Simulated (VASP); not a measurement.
# YAl₂N₃: nudged elastic band

YAl₂N₃, Cmc2_1 (no. 36), 12 atoms in the cell. PBE, nudged elastic band; PAW potentials Y_sv, Al, N (PBE set).

Path: polar cell switched through its nonpolar parent at fixed lattice; Moving images: 3.

## Input

INCAR.step1:
```
SYSTEM = YAl2N3
ALGO = Normal ; EDIFF = 1E-6
EDIFFG = -0.02 ; ENCUT = 500
IBRION = 2 ; ISIF = 2
ISMEAR = 0 ; KPAR = 6
LASPH = .TRUE. ; LCHARG = .FALSE.
LREAL = .FALSE. ; LWAVE = .FALSE.
NELM = 100 ; NSW = 100
POTIM = 0.5 ; PREC = Normal
SIGMA = 0.05
```

INCAR.step3, as INCAR.step1 but for:
```
- EDIFFG = -0.02
- IBRION = 2
- ISIF = 2
- KPAR = 6
- POTIM = 0.5
+ EDIFFG = -0.05
+ IBRION = 1
+ IMAGES = 3
+ KPAR = 2
+ POTIM = 0.3
+ SPRING = -5
```

KPOINTS:
```
k-points
0
Gamma
  4 4 4
```

00/POSCAR:
```
YAl2N3
1.0
    5.0933471948     -2.8918028271      0.0000000000
    5.0933471948      2.8918028271      0.0000000000
    0.0000000000      0.0000000000      5.1621160000
Y Al N
2 4 6
Direct
    0.6923534025      0.3076465975      0.9648653943
    0.3076465975      0.6923534025      0.4648653943
    0.3405474524      0.0100160134      0.9896860922
    0.9899839866      0.6594525476      0.9896860922
    0.6594525476      0.9899839866      0.4896860922
    0.0100160134      0.3405474524      0.4896860922
    0.7089957812      0.2910042188      0.4331962643
    0.2910042188      0.7089957812      0.9331962643
    0.3317042160      0.0546619680      0.3552835785
    0.9453380320      0.6682957840      0.3552835785
    0.6682957840      0.9453380320      0.8552835785
    0.0546619680      0.3317042160      0.8552835785
```

01/POSCAR:
```
YAl2N3
1.0
    5.0933471948     -2.8918028271      0.0000000000
    5.0933471948      2.8918028271      0.0000000000
    0.0000000000      0.0000000000      5.1621160000
Y Al N
2 4 6
Direct
    0.6923540880      0.3076459120      0.9480976990
    0.3076459120      0.6923540880      0.4480976990
    0.3405477033      0.0100163086      0.9605096069
    0.9899836914      0.6594522967      0.9605096069
    0.6594522967      0.9899836914      0.4605096069
    0.0100163086      0.3405477033      0.4605096069
    0.7089968064      0.2910031936      0.4322644621
    0.2910031936      0.7089968064      0.9322644621
    0.3317040333      0.0546635563      0.3933098125
    0.9453364437      0.6682959667      0.3933098125
    0.6682959667      0.9453364437      0.8933098125
    0.0546635563      0.3317040333      0.8933098125
```

02/POSCAR:
```
YAl2N3
1.0
    5.0933471948     -2.8918028271      0.0000000000
    5.0933471948      2.8918028271      0.0000000000
    0.0000000000      0.0000000000      5.1621160000
Y Al N
2 4 6
Direct
    0.6923547736      0.3076452264      0.9313300038
    0.3076452264      0.6923547736      0.4313300038
    0.3405479543      0.0100166038      0.9313331217
    0.9899833962      0.6594520457      0.9313331217
    0.6594520457      0.9899833962      0.4313331217
    0.0100166038      0.3405479543      0.4313331217
    0.7089978315      0.2910021685      0.4313326598
    0.2910021685      0.7089978315      0.9313326598
    0.3317038505      0.0546651446      0.4313360465
    0.9453348554      0.6682961495      0.4313360465
    0.6682961495      0.9453348554      0.9313360465
    0.0546651446      0.3317038505      0.9313360465
```

03/POSCAR:
```
YAl2N3
1.0
    5.0933471948     -2.8918028271      0.0000000000
    5.0933471948      2.8918028271      0.0000000000
    0.0000000000      0.0000000000      5.1621160000
Y Al N
2 4 6
Direct
    0.6923554591      0.3076445409      0.9145623085
    0.3076445409      0.6923554591      0.4145623085
    0.3405482053      0.0100168990      0.9021566365
    0.9899831010      0.6594517947      0.9021566365
    0.6594517947      0.9899831010      0.4021566365
    0.0100168990      0.3405482053      0.4021566365
    0.7089988566      0.2910011434      0.4304008576
    0.2910011434      0.7089988566      0.9304008576
    0.3317036677      0.0546667329      0.4693622805
    0.9453332671      0.6682963323      0.4693622805
    0.6682963323      0.9453332671      0.9693622805
    0.0546667329      0.3317036677      0.9693622805
```

04/POSCAR:
```
YAl2N3
1.0
    5.0933471948     -2.8918028271      0.0000000000
    5.0933471948      2.8918028271      0.0000000000
    0.0000000000      0.0000000000      5.1621160000
Y Al N
2 4 6
Direct
    0.6923561446      0.3076438554      0.8977946132
    0.3076438554      0.6923561446      0.3977946132
    0.3405484563      0.0100171942      0.8729801512
    0.9899828058      0.6594515437      0.8729801512
    0.6594515437      0.9899828058      0.3729801512
    0.0100171942      0.3405484563      0.3729801512
    0.7089998817      0.2910001183      0.4294690553
    0.2910001183      0.7089998817      0.9294690553
    0.3317034850      0.0546683212      0.5073885145
    0.9453316788      0.6682965150      0.5073885145
    0.6682965150      0.9453316788      1.0073885145
    0.0546683212      0.3317034850      1.0073885145
```

POSCAR.step1:
```
YAl2N3
1.0
    5.0933471948     -2.8918028271      0.0000000000
    5.0933471948      2.8918028271      0.0000000000
    0.0000000000      0.0000000000      5.1621160000
Y Al N
2 4 6
Direct
    0.6924250000      0.3075750000      0.9652640000
    0.3075750000      0.6924250000      0.4652640000
    0.3405810000      0.0102590000      0.9897520000
    0.9897410000      0.6594190000      0.9897520000
    0.6594190000      0.9897410000      0.4897520000
    0.0102590000      0.3405810000      0.4897520000
    0.7101630000      0.2898370000      0.4337970000
    0.2898370000      0.7101630000      0.9337970000
    0.3317170000      0.0559510000      0.3547180000
    0.9440490000      0.6682830000      0.3547180000
    0.6682830000      0.9440490000      0.8547180000
    0.0559510000      0.3317170000      0.8547180000
```

POSCAR.step2:
```
YAl2N3
1.0
    5.0933471948     -2.8918028271      0.0000000000
    5.0933471948      2.8918028271      0.0000000000
    0.0000000000      0.0000000000      5.1621160000
Y Al N
2 4 6
Direct
    0.6924250000      0.3075750000      0.9652640000
    0.3075750000      0.6924250000      0.4652640000
    0.3405810000      0.0102590000      0.9407760000
    0.9897410000      0.6594190000      0.9407760000
    0.6594190000      0.9897410000      0.4407760000
    0.0102590000      0.3405810000      0.4407760000
    0.7101630000      0.2898370000      0.4967310000
    0.2898370000      0.7101630000      0.9967310000
    0.3317170000      0.0559510000      0.5758100000
    0.9440490000      0.6682830000      0.5758100000
    0.6682830000      0.9440490000      1.0758100000
    0.0559510000      0.3317170000      1.0758100000
```

Commands (each step's output is kept before the next begins):
```
cat potpaw_PBE.64/Y_sv/POTCAR potpaw_PBE.64/Al/POTCAR potpaw_PBE.64/N/POTCAR > POTCAR
cp INCAR.step1 INCAR
cp POSCAR.step1 POSCAR
mpirun -np 6 vasp_std > vasp.out
cp POSCAR.step2 POSCAR
mpirun -np 6 vasp_std > vasp.out
# 00 and 04 hold the relaxed ends; the images between are interpolated (linear)
cp INCAR.step3 INCAR
mpirun -np 6 vasp_std > vasp.out
```

## Result

- Barrier (eV): 2.419
- Barrier of the reverse step (eV): 2.419
- Energy of the second end over the first (eV): 0.000
- Top of the path (share of its length): 0.50
- Length of the path (Å): 2.22
- Steps of the band: 10
- Ionic steps, all stages: 18
- Electronic steps, all stages: 295

Energy along the relaxed band:

| Image | Distance along the path (Å) | Energy above the first end (eV) | Slope along the path (eV/Å) | Largest force across the path (eV/Å) |
|---|---|---|---|---|
| 0 | 0.000 | 0.000 | relaxed end |  |
| 1 | 0.557 | 1.294 | 3.515 | 0.042 |
| 2 | 1.113 | 2.419 | -0.002 | 0.009 |
| 3 | 1.668 | 1.294 | -3.518 | 0.041 |
| 4 | 2.225 | -0.000 | relaxed end |  |

The two ends have the same energy within 0.01 eV.

VASP 6.6.1 took 374 s on 6 cores (AMD EPYC 9R45 (Zen 5)), a shared host.
